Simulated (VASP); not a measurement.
Computed with r2SCAN+rVV10, VASP's PBE PAW potentials (set 64) (plane waves; VASP).

The input files of a VASP run:

### KPOINTS
```
Automatic mesh
0
gamma
13 13 10
0 0 0
```

POSCAR:
```
CuAu
1
    2.8838105779     0.0000000000     0.0000000000
    0.0000000000     2.8838105779     0.0000000000
    0.0000000000     0.0000000000     3.5654248317
Cu Au
1 1
Direct
  0.0000000000   0.0000000000   0.0000000000
  0.5000000000   0.5000000000   0.5000000000
```

### INCAR
```
ALGO=Normal
BPARAM=11.95
CPARAM=0.0093
EDIFF=1E-7
EDIFFG=-0.01
ENCUT=520
IBRION=2
ISIF=4
ISMEAR=1
LASPH=.TRUE.
LCHARG=.FALSE.
LMAXMIX=6
LMIXTAU=.TRUE.
LREAL=.FALSE.
LUSE_VDW=.TRUE.
LWAVE=.FALSE.
METAGGA=R2SCAN
NELM=100
NSW=30
PREC=Accurate
SIGMA=0.1
SYSTEM=CuAu
```

POTCAR, in this order: Cu Au (PBE.64 set). Program: vasp_std.

Output of the run:

OSZICAR:
```
       N       E                     dE             d eps       ncg     rms          rms(c)
DAV:   1     0.776485650882E+02    0.77649E+02   -0.11736E+04  5222   0.214E+03
DAV:   2    -0.622109850694E+02   -0.13986E+03   -0.13334E+03  5138   0.344E+02
DAV:   3    -0.674120955543E+02   -0.52011E+01   -0.50897E+01  6392   0.778E+01
DAV:   4    -0.674681949604E+02   -0.56099E-01   -0.56079E-01  5720   0.689E+00
DAV:   5    -0.674701125867E+02   -0.19176E-02   -0.19176E-02  7673   0.139E+00    0.116E+01
DAV:   6    -0.616498435969E+02    0.58203E+01   -0.16226E+01  5188   0.109E+02    0.689E+00
DAV:   7    -0.610433875217E+02    0.60646E+00   -0.42259E+00  5874   0.101E+02    0.550E+00
DAV:   8    -0.610209972272E+02    0.22390E-01   -0.19321E-01  7645   0.995E+00    0.297E+00
DAV:   9    -0.610242192420E+02   -0.32220E-02   -0.43561E-02  6600   0.384E+00    0.384E-01
DAV:  10    -0.610232293888E+02    0.98985E-03   -0.15146E-02  6134   0.193E+00    0.782E-02
DAV:  11    -0.610250821823E+02   -0.18528E-02   -0.48179E-03  5792   0.126E+00    0.864E-02
DAV:  12    -0.610257433818E+02   -0.66120E-03   -0.60059E-04  6749   0.347E-01    0.426E-02
DAV:  13    -0.610257786303E+02   -0.35249E-04   -0.18820E-04  6629   0.335E-01    0.731E-03
DAV:  14    -0.610258025635E+02   -0.23933E-04   -0.16415E-05  5579   0.519E-02    0.231E-03
DAV:  15    -0.610258029810E+02   -0.41747E-06   -0.48094E-07  6245   0.856E-03    0.141E-03
DAV:  16    -0.610258030774E+02   -0.96351E-07   -0.44461E-07  5930   0.819E-03
   1 F= -.61025803E+02 E0= -.61025920E+02  d E =-.610258E+02
       N       E                     dE             d eps       ncg     rms          rms(c)
DAV:   1    -0.610259333027E+02   -0.13032E-03   -0.56368E-03  5488   0.730E-01    0.660E-02
DAV:   2    -0.610258579710E+02    0.75332E-04   -0.89626E-05  7221   0.214E-01    0.389E-02
DAV:   3    -0.610258447832E+02    0.13188E-04   -0.82174E-05  6651   0.281E-01    0.226E-02
DAV:   4    -0.610258421053E+02    0.26779E-05   -0.31148E-05  6236   0.198E-01    0.501E-03
DAV:   5    -0.610258428956E+02   -0.79031E-06   -0.22171E-06  5765   0.158E-02    0.338E-03
DAV:   6    -0.610258426991E+02    0.19652E-06   -0.10381E-06  5667   0.109E-02    0.142E-03
DAV:   7    -0.610258431558E+02   -0.45667E-06   -0.30755E-07  5418   0.555E-03    0.311E-04
DAV:   8    -0.610258431584E+02   -0.26403E-08   -0.99722E-09  2835   0.156E-03
   2 F= -.61025843E+02 E0= -.61025960E+02  d E =-.400811E-04
       N       E                     dE             d eps       ncg     rms          rms(c)
DAV:   1    -0.610267891236E+02   -0.94597E-03   -0.50786E-02  5446   0.219E+00    0.198E-01
DAV:   2    -0.610261097728E+02    0.67935E-03   -0.80791E-04  7178   0.645E-01    0.117E-01
DAV:   3    -0.610260074774E+02    0.10230E-03   -0.74707E-04  6686   0.845E-01    0.681E-02
DAV:   4    -0.610259726614E+02    0.34816E-04   -0.28123E-04  6165   0.597E-01    0.150E-02
DAV:   5    -0.610259798936E+02   -0.72322E-05   -0.20087E-05  5654   0.466E-02    0.102E-02
DAV:   6    -0.610259775524E+02    0.23412E-05   -0.90908E-06  5583   0.325E-02    0.446E-03
DAV:   7    -0.610259817536E+02   -0.42012E-05   -0.28851E-06  5470   0.172E-02    0.938E-04
DAV:   8    -0.610259817896E+02   -0.35988E-07   -0.93125E-08  4366   0.454E-03
   3 F= -.61025982E+02 E0= -.61026108E+02  d E =-.178712E-03
       N       E                     dE             d eps       ncg     rms          rms(c)
DAV:   1    -0.610295815117E+02   -0.35998E-02   -0.20379E-01  5425   0.440E+00    0.396E-01
DAV:   2    -0.610268488485E+02    0.27327E-02   -0.32290E-03  7160   0.129E+00    0.234E-01
DAV:   3    -0.610264332469E+02    0.41560E-03   -0.30058E-03  6679   0.169E+00    0.136E-01
DAV:   4    -0.610262896932E+02    0.14355E-03   -0.11184E-03  6200   0.120E+00    0.299E-02
DAV:   5    -0.610263205256E+02   -0.30832E-04   -0.76982E-05  5646   0.903E-02    0.209E-02
DAV:   6    -0.610263093641E+02    0.11162E-04   -0.32770E-05  5597   0.623E-02    0.891E-03
DAV:   7    -0.610263260496E+02   -0.16686E-04   -0.11646E-05  5448   0.347E-02    0.199E-03
DAV:   8    -0.610263262066E+02   -0.15694E-06   -0.45010E-07  6015   0.951E-03    0.114E-03
DAV:   9    -0.610263262547E+02   -0.48160E-07   -0.54383E-08  3458   0.346E-03
   4 F= -.61026326E+02 E0= -.61026516E+02  d E =-.523177E-03
       N       E                     dE             d eps       ncg     rms          rms(c)
DAV:   1    -0.610399781806E+02   -0.13652E-01   -0.82059E-01  5432   0.883E+00    0.803E-01
DAV:   2    -0.610287030369E+02    0.11275E-01   -0.13015E-02  7198   0.261E+00    0.477E-01
DAV:   3    -0.610270106717E+02    0.16924E-02   -0.12781E-02  6661   0.350E+00    0.284E-01
DAV:   4    -0.610263212513E+02    0.68942E-03   -0.47544E-03  6165   0.251E+00    0.625E-02
DAV:   5    -0.610264648237E+02   -0.14357E-03   -0.30648E-04  5665   0.182E-01    0.453E-02
DAV:   6    -0.610264081899E+02    0.56634E-04   -0.11996E-04  5559   0.129E-01    0.186E-02
DAV:   7    -0.610264791474E+02   -0.70958E-04   -0.49938E-05  5413   0.736E-02    0.446E-03
DAV:   8    -0.610264797998E+02   -0.65240E-06   -0.21167E-06  6210   0.219E-02    0.263E-03
DAV:   9    -0.610264801719E+02   -0.37203E-06   -0.38829E-07  5390   0.833E-03    0.959E-04
DAV:  10    -0.610264801234E+02    0.48474E-07   -0.10821E-07  3892   0.450E-03
   5 F= -.61026480E+02 E0= -.61026551E+02  d E =-.677046E-03
       N       E                     dE             d eps       ncg     rms          rms(c)
DAV:   1    -0.610278700203E+02   -0.13898E-02   -0.77471E-02  5432   0.270E+00    0.246E-01
DAV:   2    -0.610267949252E+02    0.10751E-02   -0.11785E-03  7173   0.735E-01    0.145E-01
DAV:   3    -0.610266156347E+02    0.17929E-03   -0.11065E-03  6739   0.991E-01    0.792E-02
DAV:   4    -0.610265807391E+02    0.34896E-04   -0.38369E-04  6206   0.695E-01    0.190E-02
DAV:   5    -0.610265925910E+02   -0.11852E-04   -0.28727E-05  5724   0.580E-02    0.132E-02
DAV:   6    -0.610265876692E+02    0.49218E-05   -0.12517E-05  5499   0.379E-02    0.580E-03
DAV:   7    -0.610265943492E+02   -0.66800E-05   -0.46702E-06  5399   0.218E-02    0.119E-03
DAV:   8    -0.610265944513E+02   -0.10204E-06   -0.17591E-07  5208   0.586E-03    0.732E-04
DAV:   9    -0.610265944982E+02   -0.46919E-07   -0.40309E-08  2772   0.280E-03
   6 F= -.61026594E+02 E0= -.61026735E+02  d E =-.791421E-03
```

File OUTCAR:
```
------------------------ aborting loop because EDIFF is reached ----------------------------------------
  FORCE on cell =-STRESS in cart. coord.  units (eV):
  Direction    XX          YY          ZZ          XY          YZ          ZX
  --------------------------------------------------------------------------------------
  Total       -0.8224113     -0.8224113     -0.8222019      0.0000000     -0.0000000      0.0000000
  in kB      -44.4380419    -44.4380419    -44.4267282      0.0000000     -0.0000000      0.0000000
  external PRESSURE =     -44.4342707 kB  Pullay stress =       0.0000000 kB
  volume of cell :       29.65
      direct lattice vectors                 reciprocal lattice vectors
     2.904872729  0.000000000 -0.000000000     0.344249161  0.000000000  0.000000000
     0.000000000  2.904872729  0.000000000     0.000000000  0.344249161  0.000000000
    -0.000000000  0.000000000  3.513909134     0.000000000  0.000000000  0.284583341
 POSITION                                       TOTAL-FORCE (eV/Angst)
 -----------------------------------------------------------------------------------
      0.00000      0.00000      0.00000        -0.000000      0.000000      0.000000
      1.45244      1.45244      1.75695         0.000000      0.000000      0.000000
 -----------------------------------------------------------------------------------
    total drift:                                0.000000      0.000000     -0.000000
  FREE ENERGIE OF THE ION-ELECTRON SYSTEM (eV)
  ---------------------------------------------------
  free  energy   TOTEN  =       -61.0265944982 eV

  energy  without entropy=      -61.0270172031  energy(sigma->0) =      -61.02673540

 reached required accuracy - stopping structural energy minimisation
```
(Selected blocks of OUTCAR.)

File CONTCAR:
```
CuAu
   1.00000000000000
     2.9048727293188330    0.0000000000000000   -0.0000000000000001
     0.0000000000000000    2.9048727293188330    0.0000000000000000
    -0.0000000000000001    0.0000000000000000    3.5139091338915334
  Cu              Au
     1     1
Direct
     0.0000000000000000    0.0000000000000000    0.0000000000000000
     0.5000000000000000    0.5000000000000000    0.5000000000000000
```

The compound is CuAu in the L1_0 structure. This cell is one point of a volume scan, at 1.03 of the reference volume. Symmetry was kept, so distortions that lower it aren't found.
